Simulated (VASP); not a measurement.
Output of a VASP run:

**OSZICAR**
```
       N       E                     dE             d eps       ncg     rms          rms(c)
DAV:   1     0.107423046813E+03    0.10742E+03   -0.45447E+03   216   0.640E+02
DAV:   2     0.418446709794E+01   -0.10324E+03   -0.98996E+02   314   0.169E+02
DAV:   3    -0.348826971617E+01   -0.76727E+01   -0.76360E+01   248   0.603E+01
DAV:   4    -0.359917660986E+01   -0.11091E+00   -0.11083E+00   280   0.721E+00
DAV:   5    -0.360091030120E+01   -0.17337E-02   -0.17335E-02   292   0.765E-01    0.723E+00
DAV:   6    -0.327891014101E+01    0.32200E+00   -0.74652E-01   243   0.110E+01    0.583E+00
DAV:   7    -0.325190567376E+01    0.27004E-01   -0.22288E-01   258   0.328E+00    0.185E+00
DAV:   8    -0.324950937866E+01    0.23963E-02   -0.22797E-02   258   0.189E+00    0.718E-01
DAV:   9    -0.324963680024E+01   -0.12742E-03   -0.23976E-03   263   0.500E-01    0.225E-01
DAV:  10    -0.324980651582E+01   -0.16972E-03   -0.56872E-04   218   0.250E-01    0.589E-02
DAV:  11    -0.325007285099E+01   -0.26634E-03   -0.16913E-04   243   0.120E-01    0.399E-02
DAV:  12    -0.325012521496E+01   -0.52364E-04   -0.17594E-05   253   0.427E-02    0.104E-02
DAV:  13    -0.325028060413E+01   -0.15539E-03   -0.76385E-05   238   0.346E-02    0.230E-02
DAV:  14    -0.325028504780E+01   -0.44437E-05   -0.21075E-06   263   0.836E-03    0.504E-03
DAV:  15    -0.325032788045E+01   -0.42833E-04   -0.28620E-05   243   0.149E-02    0.144E-02
DAV:  16    -0.325032819758E+01   -0.31713E-06   -0.19455E-07   194   0.300E-03
   1 F= -.32503282E+01 E0= -.32440496E+01  d E =-.125572E-01
```

OUTCAR:
```
------------------------ aborting loop because EDIFF is reached ----------------------------------------
  FORCE on cell =-STRESS in cart. coord.  units (eV):
  Direction    XX          YY          ZZ          XY          YZ          ZX
  --------------------------------------------------------------------------------------
  Total        1.6137096      1.6137099     -0.1186048     -0.0000002      0.0000000      0.0000000
  in kB        9.7047205      9.7047223     -0.7132795     -0.0000012      0.0000000      0.0000000
  external PRESSURE =       6.2320544 kB  Pullay stress =       0.0000000 kB
  volume of cell :      266.41
      direct lattice vectors                 reciprocal lattice vectors
     4.687563000  0.000000000  0.000000000     0.213330466  0.123166417  0.000000000
    -2.343782000  4.059549000  0.000000000     0.000000000  0.246332782  0.000000000
     0.000000000  0.000000000 14.000000000     0.000000000  0.000000000  0.071428571
 POSITION                                       TOTAL-FORCE (eV/Angst)
 -----------------------------------------------------------------------------------
      2.34378      1.35318      7.00000        -0.000000      0.000000      0.000000
     -0.00000      2.70637      7.00000         0.000000     -0.000000      0.000000
 -----------------------------------------------------------------------------------
    total drift:                               -0.000478      0.000264      0.000000
  FREE ENERGIE OF THE ION-ELECTRON SYSTEM (eV)
  ---------------------------------------------------
  free  energy   TOTEN  =        -3.2503281976 eV

  energy  without entropy=       -3.2377709745  energy(sigma->0) =       -3.24404959
```
(Selected blocks of OUTCAR.)

File POSCAR:
```
HgTe
1
    4.6875630000     0.0000000000     0.0000000000
   -2.3437820000     4.0595490000     0.0000000000
    0.0000000000     0.0000000000    14.0000000000
Hg Te
1 1
Direct
  0.6666670000   0.3333330000   0.5000000000
  0.3333330000   0.6666670000   0.5000000000
```

**Question.** Write an INCAR and KPOINTS that could have produced this output.

**Answer.** Several could match; the one computed here: the input of the run itself, PBE GGA, plane waves, VASP's PBE PAW potentials (set 64).

### INCAR
```
SYSTEM  =  HgTe
PREC  =  Accurate; ENCUT  =  300; LREAL  =  .FALSE.
LASPH  =  .TRUE.
EDIFF  =  1E-6; NELM  =  100; ALGO  =  Normal
LMAXMIX  =  6
ISMEAR  =  0; SIGMA  =  0.272
GGA  =  PE
ISIF  =  2
LWAVE  =  .FALSE.; LCHARG  =  .FALSE.
```

### KPOINTS
```
Automatic mesh
0
Gamma
7 7 1
0 0 0
```

POTCAR, in this order: Hg Te (PBE.64 set). Program: vasp_std.

The cell holds a wide vacuum, so values per volume refer to the whole cell.

The cell is a sheet with vacuum, built from a generated structure.
